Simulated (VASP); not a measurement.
# Pt16CO in VASP: single point with PBE

Aim: the single point of Pt16CO with PBE.

All numbers are computed with VASP 6.6.1; they aren't measurements. Logs are shortened: lines on timing, memory, paths and dates and some standing lists are left out, and cuts for length are marked.

### Step 1. Starting point

The cell holds a slab with vacuum, 18 atoms: a = 5.549 Å, b = 5.549 Å, c = 24.797 Å, α = 90.00°, β = 90.00°, γ = 60.00°.

The cell was built by a generator and needn't be a form met in nature.

### Step 2. Single point, PBE

INCAR

```
SYSTEM = Pt16CO
ALGO = Normal ; DIPOL = 0.5 0.5 0.527
EDIFF = 1E-7 ; ENCUT = 520
GGA = PE ; IDIPOL = 3
ISIF = 2 ; ISMEAR = 0
LASPH = .True. ; LCHARG = .False.
LDIPOL = .True. ; LREAL = .False.
LWAVE = .False. ; NBANDS = 100
NELM = 100 ; PREC = Accurate
SIGMA = 0.1
```

KPOINTS

```
k-points
0
Gamma
  6 6 1
  0 0 0
```

POSCAR

```
Pt16CO
1.0
    5.5493740188      0.0000000000      0.0000000000
    2.7746870094      4.8058988753      0.0000000000
    0.0000000000      0.0000000000     24.7965673689
Pt C O
16 1 1
Direct
    0.0000000000      0.0000000000      0.3629534631
    0.5000000000      0.0000000000      0.3629534631
    0.0000000000      0.5000000000      0.3629534631
    0.5000000000      0.5000000000      0.3629534631
    0.1666666667      0.1666666667      0.4543178210
    0.6666666667      0.1666666667      0.4543178210
    0.1666666667      0.6666666667      0.4543178210
    0.6666666667      0.6666666667      0.4543178210
   -0.1679079034      0.3358158068      0.5479903102
    0.3333333333      0.3333333333      0.5476603653
   -0.1679079034      0.8320920966      0.5479903102
    0.3358158068      0.8320920966      0.5479903102
    0.0000000000      0.0000000000      0.6390486051
    0.5014774443     -0.0029548886      0.6458036037
   -0.0029548886      0.5014774443      0.6458036037
    0.5014774443      0.5014774443      0.6458036037
    0.3333333333      0.3333333333      0.7004695349
    0.3333333333      0.3333333333      0.7482392259
```

Potentials or basis: VASP PAW PBE potentials, release 64 (Pt, C, O).

The run is started by

```console
> cat potpaw_PBE.64/Pt/POTCAR potpaw_PBE.64/C/POTCAR potpaw_PBE.64/O/POTCAR > POTCAR
> mpirun -np 1 vasp_std > vasp.out
```

OUTCAR:

```text
SYSTEM = Pt16CO
   EDIFF = 1E-7
   ENCUT = 520
   GGA = PE
   ISIF = 2
   ISMEAR = 0
   LASPH = .True.
   LREAL = .False.
   NELM = 100
   PREC = Accurate

 ion  position               nearest neighbor table
   1  0.000  0.000  0.363-   7 2.77   6 2.77   5 2.77   3 2.77   3 2.77   4 2.77   4 2.77   2 2.77
                             2 2.77
   2  0.500  0.000  0.363-   8 2.77   5 2.77   6 2.77   4 2.77   3 2.77   4 2.77   3 2.77   1 2.77
                             1 2.77
   3  0.000  0.500  0.363-   5 2.77   8 2.77   7 2.77   1 2.77   1 2.77   2 2.77   2 2.77   4 2.77
                             4 2.77
   4  0.500  0.500  0.363-   6 2.77   7 2.77   8 2.77   2 2.77   1 2.77   2 2.77   1 2.77   3 2.77
                             3 2.77
   5  0.167  0.167  0.454-   3 2.77   2 2.77   1 2.77   7 2.77   7 2.77   8 2.77   8 2.77   6 2.77
                             6 2.77  10 2.81  12 2.83   9 2.83
   6  0.667  0.167  0.454-   4 2.77   1 2.77   2 2.77   8 2.77   7 2.77   8 2.77   7 2.77   5 2.77
                             5 2.77  10 2.81   9 2.83  11 2.83
   7  0.167  0.667  0.454-   1 2.77   4 2.77   3 2.77   5 2.77   5 2.77   6 2.77   6 2.77   8 2.77
                             8 2.77  10 2.81  12 2.83  11 2.83
   8  0.667  0.667  0.454-   2 2.77   3 2.77   4 2.77   6 2.77   5 2.77   6 2.77   5 2.77   7 2.77
                             7 2.77  11 2.81   9 2.81  12 2.81
   9  0.832  0.336  0.548-  11 2.75  12 2.75  10 2.77  10 2.77  13 2.78  12 2.80  11 2.80   8 2.81
                             6 2.83   5 2.83  16 2.90  15 2.90
  10  0.333  0.333  0.548-  12 2.77   9 2.77  11 2.77  11 2.77  12 2.77   9 2.77   5 2.81   7 2.81
                             6 2.81  14 2.92  15 2.92  16 2.92
  11  0.832  0.832  0.548-   9 2.75  12 2.75  10 2.77  10 2.77  13 2.78   9 2.80  12 2.80   8 2.81
                             6 2.83   7 2.83  15 2.90  14 2.90
  12  0.336  0.832  0.548-   9 2.75  11 2.75  10 2.77  10 2.77  13 2.78   9 2.80  11 2.80   8 2.81
                             7 2.83   5 2.83  16 2.90  14 2.90
  13  0.000  0.000  0.639-   9 2.78  11 2.78  12 2.78  16 2.78  15 2.78  16 2.78  15 2.78  14 2.78
                            14 2.78
  14  0.501  0.997  0.646-  17 2.11  16 2.75  15 2.75  13 2.78  13 2.78  15 2.80  16 2.80  11 2.90
                            12 2.90  10 2.92
  15  0.997  0.501  0.646-  17 2.11  14 2.75  16 2.75  13 2.78  13 2.78  14 2.80  16 2.80  11 2.90
                             9 2.90  10 2.92
  16  0.501  0.501  0.646-  17 2.11  14 2.75  15 2.75  13 2.78  13 2.78  14 2.80  15 2.80  12 2.90
                             9 2.90  10 2.92
  17  0.333  0.333  0.700-  18 1.18  14 2.11  15 2.11  16 2.11
  18  0.333  0.333  0.748-  17 1.18

  LATTYP: Found a hexagonal cell.
 ALAT       =     5.5493740187
 C/A-ratio  =     4.4683539594

  Lattice vectors:

 A1 = (  -2.7746870094,  -4.8058988753,   0.0000000000)
 A2 = (   5.5493740188,   0.0000000000,   0.0000000000)
 A3 = (   0.0000000000,   0.0000000000,  24.7965673689)

Analysis of symmetry for initial positions (statically):
=====================================================================
 Subroutine PRICEL returns:
 Original cell was already a primitive cell.

 Routine SETGRP: Setting up the symmetry group for a
 hexagonal supercell.

 Subroutine GETGRP returns: Found  6 space group operations
 (whereof  6 operations were pure point group operations)
 out of a pool of 24 trial point group operations.

The static configuration has the point symmetry C_3v.

Analysis of symmetry for dynamics (positions and initial velocities):
=====================================================================
 Subroutine PRICEL returns:
 Original cell was already a primitive cell.

 Routine SETGRP: Setting up the symmetry group for a
 hexagonal supercell.

 Subroutine GETGRP returns: Found  6 space group operations
 (whereof  6 operations were pure point group operations)
 out of a pool of 24 trial point group operations.

The dynamic configuration has the point symmetry C_3v.

 Subroutine INISYM returns: Found  6 space group operations
 (whereof  6 operations are pure point group operations),
 and found     1 'primitive' translations

----------------------------------------------------------------------------------------

                                     Primitive cell

  volume of cell :     661.3178
[... 61 lines left out ...]
     0.030033417 -0.017339802  0.000000000     0.166666667  0.000000000  0.000000000
     0.000000000  0.034679603  0.000000000     0.000000000  0.166666667  0.000000000
     0.000000000  0.000000000  0.040328163     0.000000000  0.000000000  1.000000000

  Length of vectors
     0.034679603  0.034679603  0.040328163

  Shift w.r.t. Gamma in fractional coordinates (k-lattice)
     0.000000000  0.000000000  0.000000000

 Subroutine IBZKPT returns following result:
 ===========================================

 Found      7 irreducible k-points:

 Following reciprocal coordinates:
            Coordinates               Weight
  0.000000  0.000000  0.000000      1.000000
  0.166667 -0.000000  0.000000      6.000000
  0.333333 -0.000000  0.000000      6.000000
  0.500000 -0.000000  0.000000      3.000000
  0.333333  0.166667  0.000000      6.000000
  0.500000  0.166667  0.000000     12.000000
 -0.333333  0.333333  0.000000      2.000000
   k-points           NKPTS =      7   k-points in BZ     NKDIM =      7   number of bands    NBANDS=    100
   number of dos      NEDOS =    301   number of ions     NIONS =     18
   total plane-waves  NPLWV = 338688
   dimension x,y,z NGX =    42 NGY =   42 NGZ =  192
   dimension x,y,z NGXF=    84 NGYF=   84 NGZF=  384
   ions per type =              16   1   1
   NGX,Y,Z   is equivalent  to a cutoff of  12.58, 12.58, 12.87 a.u.
   NGXF,Y,Z  is equivalent  to a cutoff of  25.16, 25.16, 25.74 a.u.
 SYSTEM =  Pt16CO
   PREC   = accura    normal or accurate (medium, high low for compatibility)
   ISTART =      0    job   : 0-new  1-cont  2-samecut
   ICHARG =      2    charge: 1-file 2-atom 10-const
   ISPIN  =      1    spin polarized calculation?
   LNONCOLLINEAR =      F non collinear calculations
   LSORBIT =      F    spin-orbit coupling
   LASPH  =      T    aspherical Exc in radial PAW
   ENCUT  =  520.0 eV  38.22 Ry    6.18 a.u.  10.32 10.32 46.11*2*pi/ulx,y,z
   NELM   =    100;   NELMIN=  2; NELMDL= -5     # of ELM steps
   EDIFF  = 0.1E-06   stopping-criterion for ELM
   LREAL  =      F    real-space projection
   EDIFFG = 0.1E-05   stopping-criterion for IOM
   NSW    =      0    number of steps for IOM
   IBRION =     -1    ionic relax: 0-MD 1-quasi-New 2-CG
   NFREE  =      0    steps in history (QN), initial steepest desc. (CG)
   ISIF   =      2    stress and relaxation
   ISYM   =      2    0-nonsym 1-usesym 2-fastsym
   POTIM  = 0.5000    time-step for ionic-motion
   TEBEG  =    0.0;   TEEND  =   0.0 temperature during run
   PSTRESS=    0.0 pullay stress
   NELECT =     170.0000    total number of electrons
   NUPDOWN=      -1.0000    fix difference up-down
   EMIN   =  10.00;   EMAX   =-10.00  energy-range for DOS
   EFERMI =   0.00;   METHOD = LEGACY
   ISMEAR =     0;   SIGMA  =   0.10  broadening in eV -4-tet -1-fermi 0-gaus
   EFERMI_NEDOS =   21; number of points for ismear=-14 and -15
   IALGO  =     38    algorithm
   IMIX   =      4    mixing-type and parameters
     AMIX     =   0.40;   BMIX     =  1.00
     AMIX_MAG =   1.60;   BMIX_MAG =  1.00
  volume/ion in A,a.u.               =      36.74       247.93
  Fermi-wavevector in a.u.,A,eV,Ry     =   1.040929  1.967070 14.742362  1.083533
  Thomas-Fermi vector in A             =   2.175527
   LORBIT       =      0    0 simple, 1 ext, 2 COOP (PROOUT), +10 PAW based schemes
   GGA     = PE    functional components
   LHFCALC =     F    Hartree Fock is set to
   AEXX    =    0.0000 exact exchange contribution
   IVDW    =     0    specifies the selected vdW correction
   LEPSILON=     F    determine dielectric tensor
   LRPA    =     F    only Hartree local field effects (RPA)
 non-spin polarized calculation
 Gauss-broadening in eV      SIGMA  =   0.10
  energy-cutoff  :      520.00
  volume of cell :      661.32
 maximum number of plane-waves:     17895
 NGX is ok and might be reduce to    42
   NGX = 21   NGY = 21   NGZ = 93

 dipolmoment           0.000000      0.000000     -0.521360 electrons x Angstroem

 number of electron     170.0000009 magnetization

 dipolmoment           0.000000      0.000000      0.128495 electrons x Angstroem

 Free energy of the ion-electron system (eV)
  ---------------------------------------------------
  ext. energy  EPLUGINS =         0.00000000
  ---------------------------------------------------
  free energy    TOTEN  =      -109.45539394 eV

  energy without entropy =     -109.31283620  energy(sigma->0) =     -109.38411507

 E-fermi :   0.4546     XC(G=0):  -5.9884

 val. band max:        0.4417990048   @ k =   0.5000  -0.0000   0.0000
 cond. band min:       0.4799327934   @ k =   0.1667  -0.0000   0.0000
 fundamental gap:      0.0381337886
 Fermi energy:         0.4545817544

 k-point     1 :       0.0000    0.0000    0.0000
  band No.  band energies     occupation
      1     -21.8805      2.00000
      2     -10.3953      2.00000
      3      -8.8728      2.00000
      4      -7.5452      2.00000
      5      -6.5991      2.00000
      6      -6.5247      2.00000
[... 689 lines left out ...]
     96       2.9906      0.00000
     97       4.0546      0.00000
 [bands above 97 left out]

------------------------ aborting loop because EDIFF is reached ----------------------------------------

 vacuum level on the upper side and lower side of the slab       (xc-potential included)         0.315        -0.541

  FORCE on cell =-STRESS in cart. coord.  units (eV):
  Direction    XX          YY          ZZ          XY          YZ          ZX
  --------------------------------------------------------------------------------------
  -------------------------------------------------------------------------------------
  Total       -7.6422596     -7.6422596      4.2507546      0.0000000      0.0000000     -0.0000000
  in kB      -18.5149344    -18.5149344     10.2983209      0.0000000      0.0000000     -0.0000000
  external PRESSURE =      -8.9105160 kB  Pullay stress =       0.0000000 kB

 VOLUME and BASIS-vectors are now :
 -----------------------------------------------------------------------------
  energy-cutoff  :      520.00
  volume of cell :      661.32
      direct lattice vectors                 reciprocal lattice vectors
     5.549374019  0.000000000  0.000000000     0.180200505 -0.104038810  0.000000000
     2.774687009  4.805898875  0.000000000     0.000000000  0.208077620  0.000000000
     0.000000000  0.000000000 24.796567369     0.000000000  0.000000000  0.040328163

 POSITION                                       TOTAL-FORCE (eV/Angst)
 -----------------------------------------------------------------------------------
      0.00000      0.00000      9.00000         0.000000     -0.000000     -0.383525
      2.77469      0.00000      9.00000        -0.000000     -0.054465     -0.467862
      1.38734      2.40295      9.00000        -0.047168      0.027232     -0.467862
      4.16203      2.40295      9.00000         0.047168      0.027232     -0.467862
      1.38734      0.80098     11.26552         0.018560      0.010715      0.392621
      4.16203      0.80098     11.26552        -0.018560      0.010715      0.392621
[... 10 lines left out ...]
      2.77469      1.60197     17.36924         0.000000     -0.000000     -0.607232
      2.77469      1.60197     18.55376         0.000000     -0.000000      0.643345
 -----------------------------------------------------------------------------------
    total drift:                                0.000000      0.000000      0.000060

  FREE ENERGIE OF THE ION-ELECTRON SYSTEM (eV)
  ---------------------------------------------------
  free  energy   TOTEN  =      -109.4553939418 eV

  energy  without entropy=     -109.3128362033  energy(sigma->0) =     -109.38411507

 vacuum level on the upper side and lower side of the slab         6.900         6.029
```

It took 20 min on 1 thread of Intel Xeon 6975P-C (Granite Rapids), shared host; peak memory 0.92 GiB.

Results:

- Free energy: -109.4554 eV
- Largest force: 0.685 eV/Å
- Band gap on the k mesh: none (metal or under the smearing width)

Forces in eV/Å, atoms in the order of the input:
```
Pt   0.000  0.000 -0.384
Pt   0.000 -0.054 -0.468
Pt  -0.047  0.027 -0.468
Pt   0.047  0.027 -0.468
Pt   0.019  0.011  0.393
Pt  -0.019  0.011  0.393
Pt   0.000 -0.021  0.393
Pt   0.000  0.000  0.685
Pt   0.000 -0.001  0.001
Pt   0.000  0.000  0.002
Pt   0.001  0.000  0.001
Pt  -0.001  0.000  0.001
Pt   0.000  0.000 -0.024
Pt   0.000 -0.015 -0.030
Pt  -0.013  0.008 -0.030
Pt   0.013  0.008 -0.030
C    0.000  0.000 -0.607
O    0.000  0.000  0.643
```

Caveat: the standard files for N, O and F lose accuracy on very short bonds. Spin-orbit coupling is left out, which matters for the levels of Pt.
